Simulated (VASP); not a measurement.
Here is the system:

```
CELL_PARAMETERS angstrom
      0.00000     3.05884     3.05884
      3.05884     0.00000     3.05884
      3.05884     3.05884     0.00000
ATOMIC_POSITIONS crystal
  Al 0.25000 0.25000 0.25000
  Al 0.75000 0.75000 0.75000
  Au 0.00000 0.00000 0.00000
```

Level of theory: MS2 meta-GGA, VASP's PBE PAW potentials (set 64) (plane waves; VASP 6.6.1). Settings: 520 eV cut-off, 9×9×9 Γ-centred mesh, first-order Methfessel-Paxton smearing of 0.10 eV, potentials Al Au.

Unless said otherwise, spin-orbit coupling is left out, though it shifts the bands of the heavy elements here.

What does the run give for the energy per atom (σ→0), pressure, band gap (on the k-mesh) with the smallest direct gap where there is one?

The band gap (on the k-mesh) is none (metal, semimetal or under 0.01 eV) and the energy per atom (σ→0) comes out as -0.363 eV/atom. The pressure is -59.2 kbar.

The absolute energy has meaning only against runs of the same code, potentials and settings.

The compound is AuAl2 in the fluorite structure. This cell is one point of a volume scan, at 1.06 of the reference volume. The electron count is odd and the run is not spin-polarised, which forces a metal.
